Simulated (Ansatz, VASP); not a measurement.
# One calculation of Tl3Ge2H, two programs

Contents of INCAR:

```
PREC = Accurate
ENCUT = 520
EDIFF = 1E-6
ISMEAR = 0
SIGMA = 0.1
LREAL = False
LASPH = True
NELM = 80
ALGO = Normal
ISIF = 2
LWAVE = False
LCHARG = True
GGA = PE
LELF = True
LVHAR = True
NBANDS = 43
```

KPOINTS

```
Automatic mesh
0
Gamma
  3 3 4
```

Contents of POSCAR:

```
Tl3Ge2H
1.0
    6.5176319300      0.0000000000      0.0000000000
   -3.2588159600      5.6444348200      0.0000000000
    0.0000000000      0.0000000000      4.6503638100
Tl Ge H
3 2 1
Direct
    0.1763467900      0.8236532100      0.5000000000
    0.1763467900      0.3526935700      0.5000000000
    0.6473064300      0.8236532100      0.5000000000
    0.3333333300      0.6666666700      0.0000000000
    0.6666666700      0.3333333300      0.0000000000
    0.6666666700      0.3333333300      0.5000000000
```

Input for Ansatz:

```yaml
crystal:
  lattice:
    - [6.51763193, 0.0, 0.0]
    - [-3.25881596, 5.64443482, 0.0]
    - [0.0, 0.0, 4.65036381]
  atoms:
    - { symbol: Tl, position: [0.17634679, 0.82365321, 0.5] }
    - { symbol: Tl, position: [0.17634679, 0.35269357, 0.5] }
    - { symbol: Tl, position: [0.64730643, 0.82365321, 0.5] }
    - { symbol: Ge, position: [0.33333333, 0.66666667, 0.0] }
    - { symbol: Ge, position: [0.66666667, 0.33333333, 0.0] }
    - { symbol: H, position: [0.66666667, 0.33333333, 0.5] }
basis:
  ecutwfc: 420
kpoints:
  mp_grid: { grid: [3, 3, 4] }
hamiltonian:
  xc: pbe
scf:
  occupations: { method: gaussian, width: 0.1 }
  lower_state_search: "off"
output:
  forces: true
  stress: true
  eigenvalues: true
```

Alike in both runs: task single point; functional PBE; k mesh 3 × 3 × 4; occupations gaussian, width 0.1 eV; no spin polarisation.

```csv
,VASP,Ansatz
version,VASP 6.6.1,Ansatz 0.2.0
potentials or method,"VASP PAW PBE potentials, release 64 (Tl_d, Ge_d, H)","scalar-relativistic, plane waves, PAW"
plane-wave cutoff (eV),520,420
valence electrons in the cell,68,68
```

|  | VASP | Ansatz | Ansatz less VASP |
| --- | --- | --- | --- |
| gap on the k mesh at the Fermi level (eV) | none | none | - |
| pressure (GPa) | 0.1 | 0.2 | +0.04 |
| largest component of the traceless stress (GPa) | 0.68 | 0.69 | +0.011 |
| rms of the force components (eV/Å) | 0.729 | 0.725 | -0.0033 |

Atom by atom the forces differ by 0.003 eV/Å (rms over components). A gap of «none» marks a metal or a gap that the smearing closes.

Caveats: the k mesh is coarse (spacing up to 0.37 Å⁻¹), so the values aren't converged; forces of over 1 eV/Å show positions far from the minimum, so gaps and moduli don't describe the material at rest. The runs have no spin-orbit coupling, so splittings on Tl are missing.
